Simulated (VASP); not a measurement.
Output of a VASP run:

**OSZICAR**
```
       N       E                     dE             d eps       ncg     rms          rms(c)
DAV:   1     0.399277430215E+02    0.39928E+02   -0.34828E+03   464   0.798E+02
DAV:   2     0.903648555265E+00   -0.39024E+02   -0.38342E+02   552   0.138E+02
DAV:   3    -0.845436943651E+00   -0.17491E+01   -0.17486E+01   664   0.326E+01
DAV:   4    -0.880436176733E+00   -0.34999E-01   -0.35001E-01   776   0.350E+00
DAV:   5    -0.880502506638E+00   -0.66330E-04   -0.66330E-04   680   0.155E-01    0.167E+00
DAV:   6    -0.879861841894E+00    0.64066E-03   -0.28161E-03   736   0.349E-01    0.103E+00
DAV:   7    -0.880305808692E+00   -0.44397E-03   -0.49285E-03   592   0.475E-01    0.673E-02
DAV:   8    -0.880379729141E+00   -0.73920E-04   -0.20945E-04   624   0.137E-01    0.156E-02
DAV:   9    -0.880389615947E+00   -0.98868E-05   -0.96449E-06   728   0.276E-02    0.490E-03
DAV:  10    -0.880389705119E+00   -0.89172E-07   -0.40557E-06   688   0.138E-02    0.639E-04
DAV:  11    -0.880389731247E+00   -0.26129E-07   -0.74498E-08   568   0.202E-03
   1 F= -.42780845E+00 E0= -.42713002E+00  d E =-.427808E+00
```

### OUTCAR
```
------------------------ aborting loop because EDIFF is reached ----------------------------------------
  FORCE on cell =-STRESS in cart. coord.  units (eV):
  Direction    XX          YY          ZZ          XY          YZ          ZX
  --------------------------------------------------------------------------------------
  Total        0.4480920      0.4480920      0.4480920     -0.0000000     -0.0000000     -0.0000000
  in kB        9.9008074      9.9008074      9.9008074     -0.0000000     -0.0000000     -0.0000000
  external PRESSURE =      -0.0991926 kB  Pullay stress =      10.0000000 kB
  volume of cell :       72.51
      direct lattice vectors                 reciprocal lattice vectors
    -2.626933378  2.626933378  2.626933378     0.000000000  0.190336003  0.190336003
     2.626933378 -2.626933378  2.626933378     0.190336003  0.000000000  0.190336003
     2.626933378  2.626933378 -2.626933378     0.190336003  0.190336003  0.000000000
 POSITION                                       TOTAL-FORCE (eV/Angst)
 -----------------------------------------------------------------------------------
      0.00000      0.00000      0.00000         0.000000      0.000000      0.000000
 -----------------------------------------------------------------------------------
    total drift:                               -0.000000     -0.000000      0.000000
  FREE ENERGIE OF THE ION-ELECTRON SYSTEM (eV)
  ---------------------------------------------------
  free  energy   TOTEN  =        -0.8803897312 eV

  energy  without entropy=       -0.8783544276  energy(sigma->0) =       -0.87971130
  enthalpy is  TOTEN    =        -0.4278084524 eV   P V=        0.4525812789

 reached required accuracy - stopping structural energy minimisation
```
(Selected blocks of OUTCAR.)

### POSCAR
```
Rb
1
   -2.6269333784     2.6269333784     2.6269333784
    2.6269333784    -2.6269333784     2.6269333784
    2.6269333784     2.6269333784    -2.6269333784
Rb
1
Direct
  0.0000000000   0.0000000000   0.0000000000
```

Problem. Write an INCAR and KPOINTS that could have produced this output.

Solution. Several could match; the one computed here: the input of the run itself, PBE GGA, plane waves, VASP's PBE PAW potentials (set 64).

**INCAR**
```
SYSTEM  =  Rb
PREC  =  Accurate; ENCUT  =  480; LREAL  =  F
LASPH  =  T
EDIFF  =  1E-7; NELM  =  100; ALGO  =  Normal
LMAXMIX  =  4
ISMEAR  =  1; SIGMA  =  0.1
GGA  =  PE
IBRION  =  2; NSW  =  40; ISIF  =  3
EDIFFG  =  -0.01; PSTRESS  =  10
LWAVE  =  F; LCHARG  =  F
```

**KPOINTS**
```
Automatic mesh
0
Gamma
8 8 8
0 0 0
```

POTCAR, in this order: Rb_sv (PBE.64 set). Program: vasp_std.

The compound is Rb in the bcc structure. It was relaxed first under an external pressure of 1 GPa.
